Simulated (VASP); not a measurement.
Here is the system:

```
BeS
1.0
    0.00000     2.42036     2.42036
    2.42036     0.00000     2.42036
    2.42036     2.42036     0.00000
Be S
1 1
Direct
  0.00000   0.00000   0.00000
  0.25000   0.25000   0.25000
```

The numbers are results of PBEsol GGA, VASP's PBE PAW potentials (set 64) (plane waves; VASP 6.6.1), not measurements. Numerical set-up: 400 eV cut-off, Gaussian smearing of 0.050 eV, potentials Be S.

### Question
Give the energies of bands 2 to 7 at the high-symmetry points, in eV from the valence-band maximum.

### Answer

| band | Γ | X | U | L | W |
|---|---|---|---|---|---|
| 2 | 0.00 | -5.10 | -4.62 | -5.90 | -4.30 |
| 3 | 0.00 | -2.69 | -4.20 | -1.05 | -3.96 |
| 4 | 0.00 | -2.69 | -2.24 | -1.05 | -3.44 |
| 5 | 5.61 | 2.92 | 4.21 | 5.40 | 6.33 |
| 6 | 5.61 | 4.81 | 7.43 | 6.48 | 7.99 |
| 7 | 5.61 | 12.80 | 10.54 | 6.48 | 8.37 |

The gap is indirect, 2.91 eV, from the valence maximum at Γ to the conduction minimum at X.

The compound is BeS in the zinc blende structure. It was relaxed first.
